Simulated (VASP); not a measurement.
Given:

```yaml
crystal:
  lattice:
    - [0.00000, 3.51686, 3.51686]
    - [3.51686, 0.00000, 3.51686]
    - [3.51686, 3.51686, 0.00000]
  atoms:
    - { symbol: K, position: [0.00000, 0.00000, 0.00000] }
    - { symbol: I, position: [0.50000, 0.50000, 0.50000] }
```

The numbers are results of rev-vdW-DF2, VASP's PBE PAW potentials (set 64) (plane waves; VASP 6.6.1), not measurements. Run with 520 eV cut-off, Gaussian smearing of 0.050 eV, potentials K_sv I.

Unless said otherwise, spin-orbit coupling is left out, though it shifts the bands of the heavy elements here.

Predict the band gap (along the path) with the smallest direct gap where there is one.

```yaml
band gap (along the path): 3.83 eV
smallest direct gap (along the path): 3.83 eV
```

The compound is KI in the rock salt structure. It was relaxed first.
